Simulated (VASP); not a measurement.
```yaml
crystal:
  lattice:
    - [1.94379, 1.12225, 6.35145]
    - [-1.94379, 1.12225, 6.35145]
    - [0.00000, -2.24449, 6.35145]
  atoms:
    - { symbol: Zn, position: [0.00383, 0.00383, 0.00383] }
    - { symbol: Zn, position: [0.49629, 0.49629, 0.49629] }
    - { symbol: Se, position: [0.62440, 0.62440, 0.62440] }
    - { symbol: S, position: [0.12545, 0.12545, 0.12545] }
```

Level of theory: PBEsol GGA, VASP's PBE PAW potentials (set 64) (plane waves; VASP). Settings: 400 eV cut-off, 8×8×8 Γ-centred mesh, tetrahedra with Blöchl corrections, potentials Zn Se S.

The cores are frozen, which limits the accuracy of field gradients.

Problem. Give the principal components of the electric field gradient (V/Å²) and the asymmetry η at each nucleus.

Solution. 
```csv
atom,Vxx,Vyy,Vzz,η
Zn1,2.5,2.5,-5.0,0.00
Zn2,-1.9,-1.9,3.8,0.00
Se3,-13.8,-13.8,27.5,0.00
S4,5.6,5.6,-11.2,0.00
```

The structure comes from a computed database's Zn2SeS entry (R3m); how it stands against other phases isn't given here. It was relaxed first.
